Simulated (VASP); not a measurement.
```yaml
crystal:
  lattice:
    - [1.69478, -2.93545, 0.00000]
    - [1.69478, 2.93545, 0.00000]
    - [0.00000, 0.00000, 5.70532]
  atoms:
    - { symbol: Ti, position: [0.00000, 0.00000, 0.00000] }
    - { symbol: S, position: [0.33333, 0.66667, 0.24971] }
    - { symbol: S, position: [0.66667, 0.33333, 0.75029] }
```

Computed with PBE GGA with D3 dispersion (zero damping), VASP's PBE PAW potentials (set 64) (plane waves; VASP 6.6.1). Numerical set-up: 520 eV cut-off, 12×12×6 Γ-centred mesh, tetrahedra with Blöchl corrections, potentials Ti_sv S.

**Question.** What does the run give for the energy per atom (σ→0), band gap (on the k-mesh) with the smallest direct gap where there is one?

**Answer.** 
```json
{
  "band gap (on the k-mesh)": "none (metal, semimetal or under 0.01 eV)",
  "energy per atom (σ→0)": "-6.860 eV/atom"
}
```

The compound is TiS2 in the 1T layered structure. It was relaxed first.
